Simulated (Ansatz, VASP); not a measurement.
HfTi11O24 (a cell with a defect) (Rutile): VASP beside Ansatz

```xyz
36
Lattice="4.5922 4.5922 0.0000 -4.5922 4.5922 0.0000 0.0000 0.0000 8.8722" Properties=species:S:1:pos:R:3 pbc="T T T"
Hf    0.0000    0.0000    0.0000
Ti    0.0000    0.0000    2.9990
Ti    0.0000    0.0000    5.8732
Ti    0.0000    4.5922    0.0000
Ti    0.0000    4.5922    2.9616
Ti    0.0000    4.5922    5.9106
Ti    2.2961    2.2961    1.5006
Ti    2.2961    2.2961    4.4361
Ti    2.2961    2.2961    7.3716
Ti   -2.2961    2.2961    1.4970
Ti   -2.2961    2.2961    4.4361
Ti   -2.2961    2.2961    7.3752
O     1.4332    1.4332    0.0000
O     1.3980    1.3980    2.9649
O     1.3980    1.3980    5.9073
O     1.4007    5.9929    0.0000
O     1.3916    5.9838    2.9740
O     1.3916    5.9838    5.8982
O     0.8989    3.6933    1.4784
O     0.9004    3.6918    4.4361
O     0.8989    3.6933    7.3938
O    -3.6662    3.6662    1.5805
O    -3.6891    3.6891    4.4361
O    -3.6662    3.6662    7.2917
O     3.1590    3.1590    0.0000
O     3.1942    3.1942    2.9649
O     3.1942    3.1942    5.9073
O    -1.4007    3.1915    0.0000
O    -1.3916    3.2006    2.9740
O    -1.3916    3.2006    5.8982
O    -0.8989    5.4911    1.4784
O    -0.9004    5.4926    4.4361
O    -0.8989    5.4911    7.3938
O    -0.9260    0.9260    1.5805
O    -0.9031    0.9031    4.4361
O    -0.9260    0.9260    7.2917
```

Alike in both runs: functional PBE; k mesh 3 × 3 × 2; occupations fermi-dirac, width 0.01 eV; no spin polarisation.

Ansatz relaxed the structure, and its values are those at the end. VASP's run is a single point on that final structure, the one shown.

|  | VASP | Ansatz |
| --- | --- | --- |
| version | VASP 6.6.1 | Ansatz 0.2.0 |
| potentials or method | VASP PAW PBE potentials, release 64 (Hf_pv, Ti_sv, O) | plane-wave PAW, scalar-relativistic |
| plane-wave cutoff (eV) | 520 | 420 |
| valence electrons in the cell | 286 | 302 |

|  | VASP | Ansatz | Ansatz less VASP |
| --- | --- | --- | --- |
| gap on the k mesh at the Fermi level (eV) | 1.90 | 1.92 | +0.019 |
| pressure (GPa) | 9.9 | 9.5 | -0.34 |
| rms of the force components (eV/Å) | 0.045 | 0.001 | -0.0438 |

With one functional, cell and mesh, what is left measures potentials, basis and numerics. The two sets of potentials don't hold the same shells in valence. Ansatz warned: «gradients_without_spin_orbit».

Caveats: spin-orbit coupling is left out, which moves the levels of the heavy elements.
